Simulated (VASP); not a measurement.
Level of theory: AM05 GGA, VASP's PBE PAW potentials (set 64) (plane waves; VASP 6.6.1).

VASP ran on this input.

### KPOINTS
```
Automatic mesh
0
gamma
5 5 5
```

**INCAR**
```
ALGO = Normal
EDIFF = 1E-6
EDIFFG = -0.02
ENCUT = 520
GGA = AM
IBRION = 2
ISIF = 3
ISMEAR = 0
LASPH = .TRUE.
LCHARG = .FALSE.
LMAXMIX = 4
LREAL = .FALSE.
LWAVE = .FALSE.
NELM = 100
NSW = 60
PREC = Accurate
SIGMA = 0.05
SYSTEM = Bi2Te3
```

### POSCAR
```
Bi2Te3
1.0
 10.3254146875  -2.1924236974   0.0090068814
 10.3254146875   2.1924236974   0.0090068814
  9.8566034169   0.0000000000   3.7773467351
Bi Te
2 3
Cartesian
 12.1716393322   0.0000000000   1.5142460341
 18.3357934597   0.0000000000   2.2811144638
  9.8566034169   0.0000000000   3.7773467351
  6.4572335430  -0.0000000000   0.8033297748
 24.0501992489  -0.0000000000   2.9920307231
```

POTCAR, in this order: Bi_d Te (PBE.64 set). Program: vasp_std.

Output of the run:

File OSZICAR:
```
       N       E                     dE             d eps       ncg     rms          rms(c)
DAV:   1     0.444989681715E+03    0.44499E+03   -0.22008E+04  1064   0.166E+03
DAV:   2     0.313170652327E+02   -0.41367E+03   -0.40327E+03  1136   0.418E+02
DAV:   3    -0.167603624068E+02   -0.48077E+02   -0.45920E+02  1364   0.151E+02
DAV:   4    -0.189789407522E+02   -0.22186E+01   -0.21905E+01  1232   0.327E+01
DAV:   5    -0.190916712053E+02   -0.11273E+00   -0.11243E+00  1524   0.764E+00    0.782E+00
DAV:   6    -0.188171047730E+02    0.27457E+00   -0.66755E-01  1212   0.511E+00    0.599E+00
DAV:   7    -0.188218301694E+02   -0.47254E-02   -0.30817E-01  1404   0.242E+00    0.107E+00
DAV:   8    -0.188216371397E+02    0.19303E-03   -0.31973E-02  1208   0.114E+00    0.639E-01
DAV:   9    -0.188213234365E+02    0.31370E-03   -0.60198E-03  1244   0.438E-01    0.374E-01
DAV:  10    -0.188216666033E+02   -0.34317E-03   -0.11569E-03  1204   0.192E-01    0.977E-02
DAV:  11    -0.188217215696E+02   -0.54966E-04   -0.14167E-04  1356   0.699E-02    0.444E-02
DAV:  12    -0.188217321311E+02   -0.10561E-04   -0.29043E-05  1080   0.277E-02    0.301E-02
DAV:  13    -0.188217349323E+02   -0.28012E-05   -0.15950E-05  1044   0.183E-02    0.800E-03
DAV:  14    -0.188217352439E+02   -0.31164E-06   -0.20290E-06   980   0.785E-03
   1 F= -.18821735E+02 E0= -.18821735E+02  d E =-.188217E+02
       N       E                     dE             d eps       ncg     rms          rms(c)
DAV:   1    -0.188218076967E+02   -0.72764E-04   -0.27071E-03  1340   0.354E-01    0.324E-02
DAV:   2    -0.188218001646E+02    0.75321E-05   -0.10627E-04  1224   0.904E-02    0.131E-02
DAV:   3    -0.188217962230E+02    0.39416E-05   -0.10231E-05  1276   0.342E-02    0.799E-03
DAV:   4    -0.188217953052E+02    0.91776E-06   -0.20180E-06   736   0.156E-02
   2 F= -.18821795E+02 E0= -.18821795E+02  d E =-.600613E-04
       N       E                     dE             d eps       ncg     rms          rms(c)
DAV:   1    -0.188220512184E+02   -0.25500E-03   -0.24331E-02  1304   0.106E+00    0.878E-02
DAV:   2    -0.188219835461E+02    0.67672E-04   -0.92844E-04  1212   0.263E-01    0.410E-02
DAV:   3    -0.188219503070E+02    0.33239E-04   -0.81761E-05  1336   0.951E-02    0.273E-02
DAV:   4    -0.188219413980E+02    0.89090E-05   -0.25900E-05  1504   0.508E-02    0.106E-02
DAV:   5    -0.188219413550E+02    0.43029E-07   -0.32169E-06   820   0.151E-02
   3 F= -.18821941E+02 E0= -.18821941E+02  d E =-.206111E-03
```

**OUTCAR**
```
------------------------ aborting loop because EDIFF is reached ----------------------------------------
  FORCE on cell =-STRESS in cart. coord.  units (eV):
  Direction    XX          YY          ZZ          XY          YZ          ZX
  --------------------------------------------------------------------------------------
  Total        0.0655341      0.0218573      0.0225333      0.0000000      0.0000000      0.0054337
  in kB        0.6148778      0.2050779      0.2114206      0.0000000      0.0000000      0.0509822
  external PRESSURE =       0.3437921 kB  Pullay stress =       0.0000000 kB
  volume of cell :      170.76
      direct lattice vectors                 reciprocal lattice vectors
    10.333105775 -2.192427002  0.009961789     0.048510260 -0.228057764 -0.126649163
    10.333105775  2.192427002  0.009961789     0.048510260  0.228057764 -0.126649163
     9.864293797  0.000000000  3.778307323    -0.000255802  0.000000000  0.265336623
 POSITION                                       TOTAL-FORCE (eV/Angst)
 -----------------------------------------------------------------------------------
     12.18004      0.00000      1.51529        -0.017575      0.000000     -0.002187
     18.35047      0.00000      2.28294         0.017575      0.000000      0.002187
      0.00000     -0.00000      0.00000        -0.000000      0.000000      0.000000
      6.46673      0.00000      0.80451         0.009419      0.000000      0.001172
     24.06377      0.00000      2.99372        -0.009419      0.000000     -0.001172
 -----------------------------------------------------------------------------------
    total drift:                               -0.000000      0.000000     -0.000000
  FREE ENERGIE OF THE ION-ELECTRON SYSTEM (eV)
  ---------------------------------------------------
  free  energy   TOTEN  =       -18.8219413550 eV

  energy  without entropy=      -18.8219413358  energy(sigma->0) =      -18.82194135

 reached required accuracy - stopping structural energy minimisation
```
(Selected blocks of OUTCAR.)

File CONTCAR:
```
Bi2Te3
   1.00000000000000
    10.3331057747743280   -2.1924270020539489    0.0099617894635674
    10.3331057747743280    2.1924270020539489    0.0099617894635674
     9.8642937970411069    0.0000000000000000    3.7783073231464028
  Bi              Te
     2     3
Direct
     0.3989465600420647    0.3989465600420647    0.3989465600420647
     0.6010534399579354    0.6010534399579354    0.6010534399579354
     0.0000000000000000    0.0000000000000000    0.0000000000000000
     0.2118121199801684    0.2118121199801684    0.2118121199801685
     0.7881878800198315    0.7881878800198315    0.7881878800198314
```

Without a dispersion term in the relaxation, distances and binding between the weakly bound layers, chains or molecules are unreliable, and so is what depends on them.

The compound is Bi2Te3 in the tetradymite structure. This run relaxes it. Symmetry was kept, so distortions that lower it aren't found. The start is the result of an earlier pass.
